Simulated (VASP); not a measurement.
Consider the following.

```xyz
2
Lattice="0.0000 2.2021 2.2021 2.2021 0.0000 2.2021 2.2021 2.2021 0.0000" Properties=species:S:1:pos:R:3 pbc="T T T"
Nb     0.0000     0.0000     0.0000
N      2.2021     2.2021     2.2021
```

Level of theory: rev-vdW-DF2, VASP's PBE PAW potentials (set 64) (plane waves; VASP). Settings: 520 eV cut-off, Gaussian smearing of 0.050 eV, potentials Nb_sv N.

**Question.** Give the energies of bands 6 to 12 at the high-symmetry points, in eV from the Fermi level.

**Answer.** 
```json
[
 {"band": "6", "Γ": "-3.30", "X": "-5.69", "U": "-6.74", "L": "-9.04", "W": "-6.61"},
 {"band": "7", "Γ": "-3.30", "X": "-4.97", "U": "-5.92", "L": "-6.98", "W": "-5.96"},
 {"band": "8", "Γ": "-3.30", "X": "-3.96", "U": "-5.57", "L": "-6.98", "W": "-5.96"},
 {"band": "9", "Γ": "-1.98", "X": "-3.96", "U": "-1.87", "L": "1.46", "W": "-0.09"},
 {"band": "10", "Γ": "-1.98", "X": "1.61", "U": "1.97", "L": "1.46", "W": "-0.09"},
 {"band": "11", "Γ": "-1.98", "X": "2.75", "U": "2.14", "L": "1.96", "W": "2.76"},
 {"band": "12", "Γ": "-0.11", "X": "2.75", "U": "4.05", "L": "4.60", "W": "3.43"}
]
```

It has no gap at this level: it comes out as a metal or semimetal.

The compound is NbN in the rock salt structure, the cubic δ form, which competes with hexagonal ones. It was relaxed first.
